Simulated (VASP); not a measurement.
# A VASP study of MnGa4 (optB86b-vdW): structure first, properties next, part 5 of 8

Wanted: the relaxed cell of MnGa4 and its properties. The start is a computed cell from the Materials Project.

VASP 6.6.1, plane waves and PAW; the level of theory is named at each step.

Still holding for the runs below: The magnetic order is the lowest of the few collinear ones that converged above; longer or canted patterns were not tried. The cell is doubled for it, so bands and modes from the zone boundary of the chemical cell fold onto Γ and the labels are those of the larger cell.

So far. Step 7 (Single point with fields (optB86b-vdW)): In this run the pressure is -0.01 GPa, small enough to go on. Step 8 (Band structure (optB86b-vdW)): There is no gap at this level. The relaxed cell has a = 5.544 Å (conventional setting).

### 9. Density of states (optB86b-vdW)

Level of this step: optB86b-vdW, spin-polarised from an antiferromagnetic start; plane waves and PAW (Mn_pv, Ga_d) (VASP).

A density of states needs more k-points than a total energy; ISMEAR = -5 takes tetrahedra, and LORBIT projects the states on the PAW spheres. The mesh is finer than in the run before.

The input, INCAR:

```
SYSTEM = MnGa4
PREC = Accurate
ENCUT = 400
EDIFF = 1E-06
NELM = 100
ISMEAR = -5
SIGMA = 0.2
LREAL = .FALSE.
ALGO = Normal
GGA = MK
AGGAC = 0
LUSE_VDW = .TRUE.
PARAM1 = 0.1234
PARAM2 = 1
LASPH = .TRUE.
NBANDS = 99
ISPIN = 2
MAGMOM = 1.055 -1.055 0 0 0 0 0 0 0 0
LMAXMIX = 4
LORBIT = 11
LWAVE = .FALSE.
LCHARG = .FALSE.
KPAR = 8
NEDOS = 2001
```

The input, POSCAR:

```
MnGa4
1.0
   -5.5437287800      5.5437287800      5.5437287800
    0.0000000000      0.0000000000      5.5437287800
    0.0000000000      5.5437287800      0.0000000000
Mn Ga
2 8
Direct
    0.0000000000      0.0000000000      0.0000000000
    0.5000000000      0.0000000000      0.0000000000
    0.7500000000      0.0000000000      0.5000000000
    0.2500000000      0.0000000000      0.5000000000
    0.7500000000      0.5000000000      0.0000000000
    0.2500000000      0.5000000000      0.0000000000
    0.2500000000      0.0000000000      0.0000000000
    0.7500000000      0.0000000000      0.0000000000
    0.7500000000      0.5000000000      0.5000000000
    0.2500000000      0.5000000000      0.5000000000
```

The input, KPOINTS:

```
Automatic mesh
0
Gamma
10 10 10
0 0 0
```

The projector-augmented-wave data sets are Mn_pv and Ga_d (PBE family, release 64).

Run with:

```bash
> mpirun -np 8 vasp_std
```

The log of the run:

```text
[... set-up lines as in an earlier step ...]
 entering main loop
       N       E                     dE             d eps       ncg     rms          rms(c)
DAV:   1     0.130515732227E+04    0.13052E+04   -0.45869E+04 24544   0.214E+03
DAV:   2     0.231325405723E+03   -0.10738E+04   -0.98984E+03 22176   0.578E+02
DAV:   3     0.283617259781E+01   -0.22849E+03   -0.21639E+03 25641   0.192E+02
DAV:   4    -0.127143162701E+02   -0.15550E+02   -0.15319E+02 24832   0.529E+01
DAV:   5    -0.132110038180E+02   -0.49669E+00   -0.49614E+00 29528   0.105E+01    0.178E+01
DAV:   6    -0.193748793178E+02   -0.61639E+01   -0.24014E+01 24372   0.240E+01    0.308E+01
DAV:   7    -0.108115591337E+02    0.85633E+01   -0.14557E+01 24096   0.219E+01    0.722E+00
DAV:   8    -0.103558140595E+02    0.45575E+00   -0.11892E+00 25946   0.477E+00    0.251E+00
DAV:   9    -0.103605667926E+02   -0.47527E-02   -0.15701E-01 25506   0.162E+00    0.135E+00
DAV:  10    -0.103687790967E+02   -0.82123E-02   -0.34623E-02 27349   0.902E-01    0.615E-01
DAV:  11    -0.103743949310E+02   -0.56158E-02   -0.94255E-03 24578   0.521E-01    0.231E-01
DAV:  12    -0.103749080192E+02   -0.51309E-03   -0.28194E-03 28746   0.163E-01    0.113E-01
DAV:  13    -0.103749232684E+02   -0.15249E-04   -0.20866E-04 25224   0.629E-02    0.366E-02
DAV:  14    -0.103749261628E+02   -0.28944E-05   -0.31728E-05 26788   0.239E-02    0.154E-02
DAV:  15    -0.103749298256E+02   -0.36627E-05   -0.58230E-06 19416   0.105E-02    0.374E-03
DAV:  16    -0.103749299509E+02   -0.12533E-06   -0.32913E-07 13138   0.327E-03
   1 F= -.10374930E+02 E0= -.10374930E+02  d E =0.000000E+00  mag=    -0.0000
 -----------------------------------------------------------------------------
|                                                                             |
|           W    W    AA    RRRRR   N    N  II  N    N   GGGG   !!!           |
|           W    W   A  A   R    R  NN   N  II  NN   N  G    G  !!!           |
|           W    W  A    A  R    R  N N  N  II  N N  N  G       !!!           |
|           W WW W  AAAAAA  RRRRR   N  N N  II  N  N N  G  GGG   !            |
|           WW  WW  A    A  R   R   N   NN  II  N   NN  G    G                |
|           W    W  A    A  R    R  N    N  II  N    N   GGGG   !!!           |
|                                                                             |
|     Tetrahedron method does not include variations of the Fermi             |
|     occupations, so forces and stress will be inaccurate. We suggest        |
|     using a different smearing scheme ISMEAR = 1 or 2 for metals in         |
|     relaxations.                                                            |
|                                                                             |
 -----------------------------------------------------------------------------
```

It took 4 min on 8 MPI ranks of AMD EPYC 9R45, shared host; peak memory 11 GiB.

From OUTCAR (step 9):

```text
   k-points           NKPTS =     56   k-points in BZ     NKDIM =     56   number of bands    NBANDS=     99

   NELECT =     130.0000    total number of electrons

 E-fermi :   6.1954

 spin component 1
 k-point     1 :       0.0000    0.0000    0.0000
  band No.  band energies     occupation
    ...
     63       4.8311      1.00000
     64       4.8311      1.00000
     65       5.0554      1.00000
     66       5.0554      1.00000
     67       5.0554      1.00000
     68       6.4412      0.00000
     69       6.4413      0.00000
     70       7.6246      0.00000
     71       7.6246      0.00000
     72       7.6246      0.00000
    ...

 k-point     2 :       0.1000    0.0000    0.0000
  band No.  band energies     occupation
    ...
     63       4.4873      1.00000
     64       4.8415      1.00000
     65       5.2142      1.00000
     66       5.2142      1.00000
     67       5.2788      1.00000
     68       6.4573      0.00000
     69       6.4653      0.00000
     70       7.6041      0.00000
     71       7.7808      0.00000
     72       7.7809      0.00000
    ...

Total vdW correction in eV:     25.3836317

  Total        0.0005846      0.0005846      0.0005846     -0.0000000     -0.0000000      0.0000000
  in kB        0.0054976      0.0054976      0.0054976     -0.0000000     -0.0000000      0.0000000
  external PRESSURE =       0.0054976 kB  Pullay stress =       0.0000000 kB

 POSITION                                       TOTAL-FORCE (eV/Angst)
 -----------------------------------------------------------------------------------
      0.00000      0.00000      0.00000         0.000000     -0.000000      0.000000
     -2.77186      2.77186      2.77186        -0.000000      0.000000      0.000000
     -4.15780      6.92966      4.15780         0.000000      0.000000      0.000000
     -1.38593      4.15780      1.38593        -0.000000      0.000000      0.000000
     -4.15780      4.15780      6.92966        -0.000000     -0.000000     -0.000000
     -1.38593      1.38593      4.15780         0.000000     -0.000000     -0.000000
     -1.38593      1.38593      1.38593         0.000000     -0.000000      0.000000
     -4.15780      4.15780      4.15780         0.000000      0.000000     -0.000000
     -4.15780      6.92966      6.92966         0.000000      0.000000      0.000000
     -1.38593      4.15780      4.15780         0.000000      0.000000     -0.000000
 -----------------------------------------------------------------------------------
    total drift:                               -0.000000      0.000000     -0.000000

  FREE ENERGIE OF THE ION-ELECTRON SYSTEM (eV)
  ---------------------------------------------------
  free  energy   TOTEN  =       -10.3749299509 eV

  energy  without entropy=      -10.3749299509  energy(sigma->0) =      -10.37492995

Total vdW correction in eV:     25.3836279

 magnetization (x)
# of ion       s       p       d       tot
------------------------------------------
    1        0.011   0.017   1.055   1.083
    2       -0.011  -0.017  -1.055  -1.083
    3        0.000   0.000   0.000   0.000
    4        0.000   0.000   0.000   0.000
    5        0.000   0.000   0.000   0.000
    6        0.000   0.000   0.000   0.000
    7        0.000   0.000   0.000   0.000
    8        0.000   0.000   0.000   0.000
    9        0.000   0.000   0.000   0.000
   10        0.000   0.000   0.000   0.000
--------------------------------------------------
tot          0.000   0.000   0.000   0.000

[... 6 parts as in an earlier step ...]

[... 10 further parts left out ...]
```

With tetrahedra the forces and stress of a metal are not exact derivatives of the energy.

Numbers from this step:

```yaml
irreducible_k_points: 56
free_energy_toten: -10.37 eV
fermi_energy: 6.195 eV
pressure: 5.50e-4 GPa
dos_at_the_fermi_level: 3.339 states/eV/cell
```

The density of states has structure finer than the step of the table below, so its rows give means over 0.5 eV, whole bins alone (the curve runs from -12.0 to 2.75 eV). Peaks (eV: height): total -2.18: 18.8, -1.91: 21.7, -1.28: 7.65, 0.60: 13.4; Mn d -2.18: 10.8, -1.28: 4.40, 0.60: 7.44; Ga p -2.18: 3.40, -1.91: 5.48, 0.60: 1.91; Ga s -6.84: 1.70, -5.94: 1.57, -4.62: 1.24, -4.20: 1.02; Ga d -2.11: 0.410, -1.91: 0.475, -1.28: 0.330, 0.60: 0.468.

States under -12.0 eV and over 2.8 eV are left out; both spin channels agree and are summed. Density of states against energy, zero at the Fermi level; means over each step; values in states/eV/cell:

```
energy (eV)  total     Mn d     Ga p    Ga s     Ga d     Mn p
      -11.5      0        0        0       0        0        0
      -11.0  0.290        0  0.00204   0.142        0   4.7e-4
      -10.5  0.874        0   0.0163   0.420  0.00296  0.00343
      -10.0   1.23  0.00134   0.0390   0.581  0.00729  0.00808
       -9.5   1.49  0.00367   0.0659   0.688  0.00922   0.0129
       -9.0   2.01  0.00967    0.115   0.916   0.0179   0.0180
       -8.5   1.64  0.00985    0.108   0.740   0.0204   0.0183
       -8.0   2.03   0.0171    0.145   0.926   0.0250   0.0487
       -7.5   2.66   0.0363    0.194    1.23   0.0419   0.0689
       -7.0   3.19   0.0694    0.213    1.54   0.0683   0.0906
       -6.5   3.06    0.125    0.233    1.45   0.0651   0.0811
       -6.0   3.14    0.213    0.260    1.47   0.0670   0.0735
       -5.5   2.68    0.262    0.247    1.21   0.0582   0.0535
       -5.0   2.35    0.255    0.311   0.907   0.0480   0.0509
       -4.5   3.31    0.460    0.579   0.966   0.0642   0.0613
       -4.0   2.96    0.561    0.584   0.663   0.0604   0.0378
       -3.5   3.13    0.695    0.754   0.390   0.0614   0.0572
       -3.0   4.32     1.28     1.03   0.355   0.0906   0.0841
       -2.5   8.21     3.76     1.77   0.229    0.167    0.148
       -2.0   16.2     8.02     3.41   0.202    0.367    0.499
       -1.5   5.99     3.21    0.910  0.0971    0.234    0.102
       -1.0   1.40    0.741    0.218  0.0158   0.0511  0.00902
       -0.5   2.26    0.956    0.554  0.0156   0.0362   0.0113
        0.0   3.40     1.32    0.854  0.0474   0.0890   0.0270
        0.5   9.36     4.97     1.52   0.270    0.299   0.0537
        1.0   6.29     2.59     1.25   0.429    0.235   0.0971
        1.5   4.27     1.41    0.967   0.458    0.178   0.0810
        2.0   4.85     1.32     1.13   0.731    0.227   0.0814
        2.5   4.62    0.881     1.23   0.716    0.254   0.0833
```

The finer mesh and the other smearing move the Fermi level by +0.04 eV from the 7×7×7 run, a small shift, which tests the Fermi level alone. Of the states within 0.3 eV of the Fermi level, the largest shares in the PAW spheres are Mn d 40 % and Ga p 25 %. The rest lies in smaller channels or between the spheres.

(Part 5 of 8 ends here.)

[Lines on the potential files, build, host, timing and source positions are cut from VASP's logs without a mark.]

[Logs are printed without paths, hosts, clocks, repeated set-up lines and the standing remarks that a program may print on its own settings, such as how far it seeks lower states.]

[Hosts, paths, dates, database ids (printed as entryN), source tags and the programs' standing remarks are cut or masked in the printed files.]

[A measured line is paired with the nearest computed mode of its activity, which favours agreement.]
